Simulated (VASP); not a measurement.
# CsAs: changing the strain (εxx = s)

```
Cs As
1.0
     4.29494    0.00000    0.00000
     0.00000    4.29494    0.00000
     0.00000    0.00000    4.29494
Cs As
1 1
Direct
  0.00000 0.00000 0.00000
  0.50000 0.50000 0.50000
```

The cell comes from a database or a generator and needn't be the stable form of this composition.

Kept alike: task single point; functional PBE; k mesh 6 × 6 × 6; occupations fermi-dirac, width 0.05 eV; no spin polarisation. Program: VASP, PBE PAW files As, Cs_sv, 520 eV. The mesh is that of the run's cell of 2 atoms. No spin-orbit coupling.

| s | free energy over the lowest row (meV/atom) |
| --- | --- |
| -0.04 | 0.51 |
| -0.02 | 0.21 |
| -0.01 | ? |
| 0 | 0.03 |
| 0.01 | 0.00 |
| 0.02 | 0.02 |
| 0.04 | 0.22 |

The cell shown is the unstrained one; x, y and z are its Cartesian axes; atoms keep their fractions. For a metal such a mesh leaves the last digits unconverged.

Task: Fit the rows shown and predict the run at -0.01.

Result: A least-squares cubic through the rows shown is free energy = 950 s³ + 209.2 s² - 5.14 s + 0.03 (largest miss 0.002); at s = -0.01 it gives 0.10 meV/atom. The run gave: free energy over the lowest row 0.10 meV/atom.
